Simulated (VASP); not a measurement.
Runs of VASP 6.6.1 on Zn15NiO16 (a cell with a defect). The cell holds a defect, 32 atoms: a = 6.499 Å, b = 6.499 Å, c = 10.408 Å, α = 90.00°, β = 90.00°, γ = 120.00°. 

```csv
task,spin,fixed moment (μB),cell,mesh quality,gap on the mesh (eV),moment (μB),largest force (eV/Å)
single point,"collinear, ferromagnetic start",-,as given,coarse,none,2.80,(a)
single point,"collinear, ferromagnetic start",1,as given,coarse,-,1.00,0.51
relaxation of the atoms,"collinear, ferromagnetic start",-,atoms relaxed,not flagged,(b),3.00,0.02
single point,"collinear, ferromagnetic start",3,as given,coarse,-,3.00,1.56
single point,off,-,as given,coarse,none,-,2.11
```

Alike in all rows: level PBEsol+U; potentials or basis VASP PAW PBE potentials, release 64 (Ni, Zn, O); Ni d U = 5 eV; k mesh 3 × 3 × 2; cutoff (eV) 450; smearing gaussian 0.03 eV.

Q: Fill in the values left out.

A: (a) 1.54; (b) 0.57.

Caveats: some runs use coarse meshes; the cell is charged against a uniform background, so pressure and absolute levels hang on convention; the PAW data sets were made with another functional, which shifts forces and pressure a little; the total moment is fixed, so each spin has its own Fermi level (some runs); an odd number of electrons without spin polarisation forces a metal (some runs); a magnetic or distorted state may lie lower (some runs); U without spin polarisation on a metal has little footing (some runs).

A k mesh can miss the band edges.

A gap of «none» marks a metal or a gap under the smearing width.
